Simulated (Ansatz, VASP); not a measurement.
## AlCuAu: VASP beside Ansatz

Wanted: the spread between two codes on one cell, functional and k mesh. The cell is invented: As first built, before any earlier steps moved the atoms (in the runner's words): it takes the LiAlAu structure with some of its atoms replaced by other elements, volume scaled by an estimate. It may not be a known or stable phase. The cell is taken from a series of VASP runs on this material, whose earlier steps may have relaxed, scaled or displaced it; both programs get it as it stands.

Program: Ansatz 0.2.0. Level of theory: plane waves, with VASP 6.6.1 beside it; single point at PBE. Results are calculated unless marked as measured.

## Step 1: The starting structure

Symmetry: P6_3/mmc, No. 194, hexagonal system. Conventional cell: a = 4.313 Å, b = 4.313 Å, c = 5.557 Å, α = 90.00°, β = 90.00°, γ = 120.00°. Nearest to Au lie 2 Au at 2.78 Å and 6 Al at 2.85 Å and 6 Cu at 2.85 Å. Cu has 5 Al at 2.49 to 2.78 Å and 6 Au at 2.85 Å nearest. Nearest to Al lie 5 Cu at 2.49 to 2.78 Å and 6 Au at 2.85 Å. As first built, before any earlier steps moved the atoms (in the runner's words): sites of the LiAlAu structure (space group 194) filled with other elements, volume scaled by an estimate. Farther neighbours are not listed.

## Step 2: VASP: single point, PBE

With cell and atoms fixed, the geometry can't cause a difference; cores, projectors, grids and the points listed under the comparison can.

Lines of VASP's logs that name or quote its potential files are left out, and so is its time.

The input, INCAR:

```
SYSTEM = AlCuAu
PREC = Normal
ENCUT = 300
EDIFF = 1E-05
NELM = 120
ISMEAR = 1
SIGMA = 0.2
LREAL = Auto
ALGO = Fast
GGA = PE
NBANDS = 124
LORBIT = 11
LWAVE = .FALSE.
LCHARG = .FALSE.
KPAR = 4
```

The input, POSCAR:

```
AlCuAu
1.0
   -6.4699105275      3.7354050424      5.5570256895
    6.4699105275     -3.7354050424      5.5570256895
    2.1566375561      3.7354050828     -5.5570256895
Au Cu Al
8 8 8
Direct
    0.0000000000      0.0000000000      0.0000000000
    0.5000000000      0.5000000000      0.0000000000
    0.5000000000      0.0000000000      0.5000000000
    0.0000000000      0.5000000000      0.5000000000
    0.2500000000      0.2500000000      0.0000000000
    0.7500000000      0.7500000000      0.0000000000
    0.7500000000      0.2500000000      0.5000000000
    0.2500000000      0.7500000000      0.5000000000
    0.7083333350      0.5416666650      0.5000000000
    0.2083333350      0.0416666650      0.5000000000
    0.2083333350      0.5416666650      0.0000000000
    0.7083333350      0.0416666650      0.0000000000
    0.2916666650      0.4583333350      0.5000000000
    0.7916666650      0.9583333350      0.5000000000
    0.7916666650      0.4583333350      0.0000000000
    0.2916666650      0.9583333350      0.0000000000
    0.4583333350      0.2916666650      0.5000000000
    0.9583333350      0.7916666650      0.5000000000
    0.9583333350      0.2916666650      0.0000000000
    0.4583333350      0.7916666650      0.0000000000
    0.5416666650      0.7083333350      0.5000000000
    0.0416666650      0.2083333350      0.5000000000
    0.0416666650      0.7083333350      0.0000000000
    0.5416666650      0.2083333350      0.0000000000
```

The input, KPOINTS:

```
Automatic mesh
0
Gamma
8 8 8
0 0 0
```

PAW data sets: Au, Cu and Al (PBE family, release 64).

The run is started by

```bash
mpirun -np 4 vasp_std
```

Numbers of over 12 decimals in the logs are rounded to 6 here.

Output:

```text
[banner, memory and clock lines left out]
running    4 mpi-ranks, on    1 nodes
 distrk:  each k-point on    1 cores,    4 groups
 distr:  one band on    1 cores,    1 groups

 POSCAR found type information on POSCAR AuCuAl
 POSCAR found :  3 types and      24 ions
 LDA part: xc-table for (Slater+PW92), standard interpolation
 POSCAR, INCAR and KPOINTS ok, starting setup
 FFT: planning ... GRIDC
 FFT: planning ... GRID_SOFT
 FFT: planning ... GRID
 WAVECAR not read
 entering main loop
       N       E                     dE             d eps       ncg     rms          rms(c)
DAV:   1     0.159795628992E+04    0.15980E+04   -0.56773E+04 23560   0.128E+03
DAV:   2     0.151424231119E+03   -0.14465E+04   -0.13491E+04 24680   0.365E+02
DAV:   3    -0.852296056524E+02   -0.23665E+03   -0.21067E+03 26936   0.162E+02
DAV:   4    -0.104973880945E+03   -0.19744E+02   -0.19241E+02 36448   0.526E+01
DAV:   5    -0.105315404640E+03   -0.34152E+00   -0.34072E+00 36072   0.965E+00    0.373E+01
RMM:   6    -0.975649919990E+02    0.77504E+01   -0.15802E+02 25400   0.753E+01    0.217E+01
RMM:   7    -0.905929402811E+02    0.69721E+01   -0.62336E+01 26250   0.454E+01    0.141E+01
RMM:   8    -0.905346901255E+02    0.58250E-01   -0.32847E+00 28289   0.533E+00    0.908E+00
RMM:   9    -0.910158579011E+02   -0.48117E+00   -0.38214E+00 27369   0.969E+00    0.664E+00
RMM:  10    -0.903594949737E+02    0.65636E+00   -0.20766E+00 25342   0.879E+00    0.439E-01
RMM:  11    -0.904083894315E+02   -0.48894E-01   -0.48828E-01 28639   0.184E+00    0.127E+00
RMM:  12    -0.904050540472E+02    0.33354E-02   -0.47048E-02 28374   0.968E-01    0.769E-01
RMM:  13    -0.903982755888E+02    0.67785E-02   -0.39696E-02 26703   0.102E+00    0.146E-01
RMM:  14    -0.903993240812E+02   -0.10485E-02   -0.10220E-02 29507   0.444E-01    0.220E-01
RMM:  15    -0.903995245105E+02   -0.20043E-03   -0.26189E-03 30136   0.148E-01    0.224E-01
RMM:  16    -0.903994648311E+02    0.59679E-04   -0.68292E-04 27846   0.124E-01    0.235E-01
RMM:  17    -0.903997336303E+02   -0.26880E-03   -0.28058E-03 33023   0.248E-01    0.167E-01
RMM:  18    -0.903993756509E+02    0.35798E-03   -0.59381E-04 25769   0.142E-01    0.728E-02
RMM:  19    -0.903993434427E+02    0.32208E-04   -0.28592E-04 26079   0.525E-02    0.279E-02
RMM:  20    -0.903993418356E+02    0.16071E-05   -0.52108E-05 20559   0.215E-02
   1 F= -.90399342E+02 E0= -.90398418E+02  d E =-.277293E-02
```

From OUTCAR (step 2):

```text
ion  position               nearest neighbor table
   1  0.000  0.000  0.000-   5 2.78   6 2.78  12 2.85  16 2.85  19 2.85  23 2.85  17 2.85  21 2.85
                            14 2.85  10 2.85   9 2.85  22 2.85  18 2.85  13 2.85
   2  0.500  0.500  0.000-   5 2.78   6 2.78  11 2.85  15 2.85  20 2.85  24 2.85  18 2.85  22 2.85
                            13 2.85   9 2.85  10 2.85  21 2.85  17 2.85  14 2.85
   3  0.500  0.000  0.500-   7 2.78   8 2.78  10 2.85  14 2.85  17 2.85  21 2.85  19 2.85  23 2.85
                            16 2.85  12 2.85  11 2.85  15 2.85  20 2.85  24 2.85
   4  0.000  0.500  0.500-   7 2.78   8 2.78   9 2.85  13 2.85  18 2.85  22 2.85  20 2.85  24 2.85
                            15 2.85  11 2.85  12 2.85  16 2.85  19 2.85  23 2.85
   5  0.250  0.250  0.000-   1 2.78   2 2.78  11 2.85  16 2.85  19 2.85  24 2.85   9 2.85  14 2.85
                            17 2.85  22 2.85  10 2.85  21 2.85  18 2.85  13 2.85
   6  0.750  0.750  0.000-   1 2.78   2 2.78  12 2.85  15 2.85  20 2.85  23 2.85  10 2.85  13 2.85
                            18 2.85  21 2.85   9 2.85  22 2.85  17 2.85  14 2.85
   7  0.750  0.250  0.500-   3 2.78   4 2.78   9 2.85  14 2.85  17 2.85  22 2.85  11 2.85  16 2.85
                            19 2.85  24 2.85  12 2.85  15 2.85  20 2.85  23 2.85
   8  0.250  0.750  0.500-   3 2.78   4 2.78  10 2.85  13 2.85  18 2.85  21 2.85  12 2.85  15 2.85
                            20 2.85  23 2.85  11 2.85  16 2.85  19 2.85  24 2.85
   9  0.708  0.542  0.500-  21 2.49  23 2.49  24 2.49  18 2.78  17 2.78   7 2.85   4 2.85   5 2.85
                             2 2.85   1 2.85   6 2.85
  10  0.208  0.042  0.500-  22 2.49  24 2.49  23 2.49  18 2.78  17 2.78   8 2.85   3 2.85   6 2.85
                             1 2.85   2 2.85   5 2.85
  11  0.208  0.542  0.000-  23 2.49  21 2.49  22 2.49  20 2.78  19 2.78   5 2.85   2 2.85   7 2.85
                             4 2.85   8 2.85   3 2.85
  12  0.708  0.042  0.000-  24 2.49  22 2.49  21 2.49  20 2.78  19 2.78   6 2.85   1 2.85   8 2.85
                             3 2.85   7 2.85   4 2.85
  13  0.292  0.458  0.500-  17 2.49  19 2.49  20 2.49  22 2.78  21 2.78   8 2.85   4 2.85   6 2.85
                             2 2.85   5 2.85   1 2.85
  14  0.792  0.958  0.500-  18 2.49  20 2.49  19 2.49  22 2.78  21 2.78   7 2.85   3 2.85   5 2.85
                             1 2.85   6 2.85   2 2.85
  15  0.792  0.458  0.000-  19 2.49  17 2.49  18 2.49  24 2.78  23 2.78   6 2.85   2 2.85   8 2.85
                             4 2.85   7 2.85   3 2.85
  16  0.292  0.958  0.000-  20 2.49  18 2.49  17 2.49  24 2.78  23 2.78   5 2.85   1 2.85   7 2.85
                             3 2.85   8 2.85   4 2.85
  17  0.458  0.292  0.500-  13 2.49  15 2.49  16 2.49  10 2.78   9 2.78   7 2.85   3 2.85   1 2.85
                             5 2.85   2 2.85   6 2.85
  18  0.958  0.792  0.500-  14 2.49  16 2.49  15 2.49  10 2.78   9 2.78   8 2.85   4 2.85   2 2.85
                             6 2.85   1 2.85   5 2.85
  19  0.958  0.292  0.000-  15 2.49  13 2.49  14 2.49  12 2.78  11 2.78   5 2.85   1 2.85   3 2.85
                             7 2.85   8 2.85   4 2.85
  20  0.458  0.792  0.000-  16 2.49  14 2.49  13 2.49  12 2.78  11 2.78   6 2.85   2 2.85   4 2.85
                             8 2.85   7 2.85   3 2.85
  21  0.542  0.708  0.500-   9 2.49  11 2.49  12 2.49  14 2.78  13 2.78   8 2.85   3 2.85   1 2.85
                             6 2.85   5 2.85   2 2.85
  22  0.042  0.208  0.500-  10 2.49  12 2.49  11 2.49  14 2.78  13 2.78   7 2.85   4 2.85   2 2.85
                             5 2.85   6 2.85   1 2.85
  23  0.042  0.708  0.000-  11 2.49   9 2.49  10 2.49  16 2.78  15 2.78   6 2.85   1 2.85   3 2.85
                             8 2.85   7 2.85   4 2.85
  24  0.542  0.208  0.000-  12 2.49  10 2.49   9 2.49  16 2.78  15 2.78   5 2.85   2 2.85   4 2.85
                             7 2.85   8 2.85   3 2.85

  LATTYP: Found a face centered orthorhombic cell.
 ALAT       =     8.6265489464
 B/A-ratio  =     1.2883542942
 C/A-ratio  =     1.7320505441

 Subroutine GETGRP returns: Found  8 space group operations
 (whereof  4 operations were pure point group operations)

The static configuration has the point symmetry C_2h.
 The point group associated with its full space group is D_2h.

 Found     95 irreducible k-points:

   k-points           NKPTS =     95   k-points in BZ     NKDIM =     95   number of bands    NBANDS=    124

   dimension x,y,z NGX =    40 NGY =   40 NGZ =   30
   dimension x,y,z NGXF=    80 NGYF=   80 NGZF=   60

   ENCUT  =  300.0 eV  22.05 Ry    4.70 a.u.  13.15 13.15  9.93*2*pi/ulx,y,z

   NELECT =     200.0000    total number of electrons

 k-points in reciprocal lattice and weights: Automatic mesh
   0.00000000  0.00000000  0.00000000       0.002
   0.12500000  0.00000000 -0.00000000       0.016
   0.25000000  0.00000000 -0.00000000       0.016
   0.37500000  0.00000000 -0.00000000       0.016
[...]
-0.12500000 -0.37500000  0.12500000       0.016
  -0.25000000 -0.25000000  0.12500000       0.008
  -0.12500000 -0.25000000  0.12500000       0.016
  -0.12500000 -0.12500000  0.12500000       0.004
[...]
-0.37500000  0.37500000  0.50000000       0.004
   0.50000000  0.50000000  0.50000000       0.002

 average (electrostatic) potential at core
       1 -65.5310       2 -65.5310       3 -65.5310       4 -65.5310       5 -65.5310
       6 -65.5310       7 -65.5310       8 -65.5310       9 -62.8806      10 -62.8806
      11 -62.8806      12 -62.8806      13 -62.8806      14 -62.8806      15 -62.8806
      16 -62.8806      17 -72.0177      18 -72.0177      19 -72.0177      20 -72.0177
      21 -72.0177      22 -72.0177      23 -72.0177      24 -72.0177

 E-fermi :   9.3517

 k-point     1 :       0.0000    0.0000    0.0000
  band No.  band energies     occupation
    ...
     96       7.8629      2.00000
     97       9.3675      0.86620
     98       9.3675      0.86620
     99       9.3675      0.86619
    100       9.3675      0.86619
    101       9.6396     -0.06048
    102       9.7890     -0.00835
    103      10.5521     -0.00000
    104      10.6761     -0.00000
    105      10.6763     -0.00000
    ...

 k-point     2 :       0.1250    0.0000   -0.0000
  band No.  band energies     occupation
    ...
     95       7.2701      2.00000
     96       7.9105      2.00000
     97       8.6511      2.00001
     98       8.9996      2.03199
     99       9.3962      0.63343
    100       9.7299     -0.02237
    101       9.8530     -0.00225
    102       9.9863     -0.00007
    103      10.0104     -0.00003
    104      10.3220     -0.00000
    ...

 k-point     3 :       0.2500    0.0000   -0.0000
  band No.  band energies     occupation
    ...
     96       7.8211      2.00000
     97       8.0932      2.00000
     98       8.7797      2.00040
     99       9.0203      2.04093
    100       9.0774      2.06553
    101       9.7571     -0.01463
    102       9.8161     -0.00494
    103      10.4280     -0.00000
    104      10.6137     -0.00000
    105      10.7123     -0.00000
    ...

  Total        0.1676375      0.1803836     -5.5052810      0.0110384      0.0000000      0.0000000
  in kB        0.7499542      0.8069756    -24.6287813      0.0493820      0.0000000      0.0000000
  external PRESSURE =      -7.6906172 kB  Pullay stress =       0.0000000 kB

  energy-cutoff  :      300.00
  volume of cell :      358.14
      direct lattice vectors                 reciprocal lattice vectors
    -6.469910527  3.735405042  5.557025689    -0.000000001  0.133854292  0.089976190
     6.469910527 -3.735405042  5.557025689     0.115921222  0.066927129  0.089976190
     2.156637556  3.735405083 -5.557025689     0.115921222  0.200781421  0.000000000

 POSITION                                       TOTAL-FORCE (eV/Angst)
 -----------------------------------------------------------------------------------
      0.00000      0.00000      0.00000        -0.000000      0.000000     -0.000000
      0.00000      0.00000      5.55703        -0.000000      0.000000     -0.000000
     -2.15664      3.73541      0.00000        -0.000000      0.000000     -0.000000
      4.31327      0.00000      0.00000        -0.000000      0.000000     -0.000000
      0.00000      0.00000      2.77851        -0.000000      0.000000     -0.000000
      0.00000      0.00000      8.33554        -0.000000      0.000000     -0.000000
     -2.15664      3.73541      2.77851        -0.000000      0.000000     -0.000000
      4.31327      0.00000      2.77851        -0.000000      0.000000     -0.000000
      0.00000      2.49027      4.16777        -0.001066      0.000615     -0.000000
      0.00000      2.49027     -1.38926        -0.001066      0.000615      0.000000
      2.15664     -1.24514      4.16777        -0.001066      0.000615      0.000000
     -4.31327      2.49027      4.16777        -0.001066      0.000615     -0.000000
      2.15664      1.24514      1.38926         0.001066     -0.000615     -0.000000
      2.15664      1.24514      6.94628         0.001066     -0.000615     -0.000000
     -2.15664      1.24514      6.94628         0.001066     -0.000615     -0.000000
      4.31327     -2.49027      6.94628         0.001066     -0.000615     -0.000000
      0.00000      2.49027      1.38926        -0.007553      0.004361      0.000000
      0.00000      2.49027      6.94628        -0.007553      0.004361     -0.000000
     -4.31327      2.49027      6.94628        -0.007553      0.004361      0.000000
      2.15664     -1.24514      6.94628        -0.007553      0.004361      0.000000
      2.15664      1.24514      4.16777         0.007553     -0.004361      0.000000
      2.15664      1.24514     -1.38926         0.007553     -0.004361      0.000000
      4.31327     -2.49027      4.16777         0.007553     -0.004361     -0.000000
     -2.15664      1.24514      4.16777         0.007553     -0.004361     -0.000000
 -----------------------------------------------------------------------------------
    total drift:                                0.000000     -0.000000      0.000000

  FREE ENERGIE OF THE ION-ELECTRON SYSTEM (eV)
  ---------------------------------------------------
  free  energy   TOTEN  =       -90.3993418356 eV

  energy  without entropy=      -90.3965689037  energy(sigma->0) =      -90.39841752

 total charge
# of ion       s       p       d       tot
------------------------------------------
    1        0.587   0.484   8.659   9.729
    2        0.587   0.484   8.659   9.729
    3        0.587   0.484   8.659   9.729
    4        0.587   0.484   8.659   9.729
    5        0.587   0.484   8.659   9.729
    6        0.587   0.484   8.659   9.729
    7        0.587   0.484   8.659   9.729
    8        0.587   0.484   8.659   9.729
    9        0.422   0.376   9.193   9.992
   10        0.422   0.376   9.193   9.992
   11        0.422   0.376   9.193   9.992
   12        0.422   0.376   9.193   9.992
   13        0.422   0.376   9.193   9.992
   14        0.422   0.376   9.193   9.992
   15        0.422   0.376   9.193   9.992
   16        0.422   0.376   9.193   9.992
   17        0.386   0.347   0.000   0.734
   18        0.386   0.347   0.000   0.734
   19        0.386   0.347   0.000   0.734
   20        0.386   0.347   0.000   0.734
   21        0.386   0.347   0.000   0.734
   22        0.386   0.347   0.000   0.734
   23        0.386   0.347   0.000   0.734
   24        0.386   0.347   0.000   0.734
--------------------------------------------------
tot         11.162   9.664 142.814 163.640

[... 3 further parts left out ...]
```

The run ends at a pressure of -0.77 GPa, with forces up to 0.0087 eV/Å.

[end of part 1 of 2]

[Lines on the potential files, build, host, timing and source positions are cut from VASP's logs without a mark.]

[Logs are printed without paths, hosts, clocks, repeated set-up lines and the standing remarks that a program may print on its own settings, such as how far it seeks lower states.]

[Hosts, paths, dates, database ids (printed as entryN), source tags and the programs' standing remarks are cut or masked in the printed files.]
